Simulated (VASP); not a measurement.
VASP input:

**INCAR**
```
SYSTEM = Al2O3
PREC = Accurate; ENCUT = 520; LREAL = .False.
LASPH = .True.
EDIFF = 1E-6; NELM = 100; ALGO = Normal
ISMEAR = 0; SIGMA = 0.05
GGA = PS
IBRION = 2; NSW = 60; ISIF = 3
EDIFFG = -0.02
LWAVE = .False.; LCHARG = .False.
```

KPOINTS:
```
Automatic mesh
0
Gamma
5 5 5
0 0 0
```

File POSCAR:
```
Al2O3
1
    2.3862301589     1.3776909384     4.3419061190
   -2.3862301589     1.3776909384     4.3419061190
   -0.0000000000    -2.7553808904     4.3419061212
Al O
4 6
Direct
  0.1479083238   0.1479083238   0.1479083238
  0.8520916762   0.8520916762   0.8520916762
  0.3520916762   0.3520916762   0.3520916762
  0.6479083238   0.6479083238   0.6479083238
  0.9441418908   0.5558581092   0.2500000000
  0.0558581092   0.4441418908   0.7500000000
  0.2500000000   0.9441418908   0.5558581092
  0.7500000000   0.0558581092   0.4441418908
  0.5558581092   0.2500000000   0.9441418908
  0.4441418908   0.7500000000   0.0558581092
```

POTCAR, in this order: Al O (PBE.64 set). Program: vasp_std.

Write an equivalent input for Ansatz.

One equivalent input (not run):
Ansatz 0.2 input:
```yaml
crystal:
  lattice:
    - [2.3862302, 1.3776909, 4.3419061]
    - [-2.3862302, 1.3776909, 4.3419061]
    - [0.0000000, -2.7553809, 4.3419061]
  atoms:
    - { symbol: Al, position: [0.1479083, 0.1479083, 0.1479083] }
    - { symbol: Al, position: [0.8520917, 0.8520917, 0.8520917] }
    - { symbol: Al, position: [0.3520917, 0.3520917, 0.3520917] }
    - { symbol: Al, position: [0.6479083, 0.6479083, 0.6479083] }
    - { symbol: O, position: [0.9441419, 0.5558581, 0.2500000] }
    - { symbol: O, position: [0.0558581, 0.4441419, 0.7500000] }
    - { symbol: O, position: [0.2500000, 0.9441419, 0.5558581] }
    - { symbol: O, position: [0.7500000, 0.0558581, 0.4441419] }
    - { symbol: O, position: [0.5558581, 0.2500000, 0.9441419] }
    - { symbol: O, position: [0.4441419, 0.7500000, 0.0558581] }
kpoints:
  mp_grid: { grid: [5, 5, 5] }
hamiltonian:
  xc: pbesol
  pseudopotentials: { kind: paw }
scf:
  occupations: { method: gaussian, width: 0.05 }
  max_iter: 100
relax:
  max_steps: 60
  f_tol: 0.02
  cell: {}
output: { forces: true, stress: true, eigenvalues: true }
```
What does not carry over: each code has its own PAW files, so the cut-off isn't converted (ENCUT is set for VASP's; basis.ecutwfc is left out, and Ansatz then takes the one that its files recommend); Ansatz stops its SCF on the density residual and VASP on the energy change (EDIFF).

The structure comes from a computed database's Al2O3 entry (R-3c); how it stands against other phases isn't given here. It was relaxed first. The start is the result of an earlier pass.
